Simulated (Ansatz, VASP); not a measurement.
**CsLi15S8 (a cell with a defect) in VASP and in Ansatz**

```
Cs Li S
1.0
     0.00000    5.67034    5.67034
     5.67034    0.00000    5.67034
     5.67034    5.67034    0.00000
Cs Li S
1 15 8
Direct
  0.37500 0.37500 0.37500
  0.37899 0.37899 0.87101
  0.37899 0.87101 0.37899
  0.37899 0.87101 0.87101
  0.87101 0.37899 0.37899
  0.87101 0.37899 0.87101
  0.87101 0.87101 0.37899
  0.87500 0.87500 0.87500
  0.12500 0.12500 0.12500
  0.11624 0.11624 0.63376
  0.11624 0.63376 0.11624
  0.11624 0.63376 0.63376
  0.63376 0.11624 0.11624
  0.63376 0.11624 0.63376
  0.63376 0.63376 0.11624
  0.62500 0.62500 0.62500
  0.00050 0.00050 0.00050
  0.00050 0.00050 0.49851
  0.00050 0.49851 0.00050
  0.95081 0.51640 0.51640
  0.49851 0.00050 0.00050
  0.51640 0.95081 0.51640
  0.51640 0.51640 0.95081
  0.51640 0.51640 0.51640
```

Alike in both runs: functional PBE; k mesh 3 × 3 × 3; occupations fermi-dirac, width 0.01 eV; no spin polarisation.

Ansatz relaxed the structure, and its values are those at the end. VASP's run is a single point on that final structure, the one shown.

|  | VASP | Ansatz |
| --- | --- | --- |
| version | VASP 6.6.1 | Ansatz 0.2.0 |
| potentials or method | VASP PAW PBE potentials, release 64 (Cs_sv, Li_sv, S) | plane-wave PAW, scalar-relativistic |
| plane-wave cutoff (eV) | 520 | 420 |
| valence electrons in the cell | 102 | 102 |

Ansatz gave:

```
gap on the k mesh at the Fermi level (eV) : 2.81
rms of the force components (eV/Å)        : 0.000
```

**Question.** What did VASP give for the same quantities?

**Answer.** gap on the k mesh at the Fermi level (eV): 2.81; rms of the force components (eV/Å): 0.004.

Ansatz warned: «gradients_without_spin_orbit».

Caveats: spin-orbit coupling is left out, which moves the levels of the heavy elements.
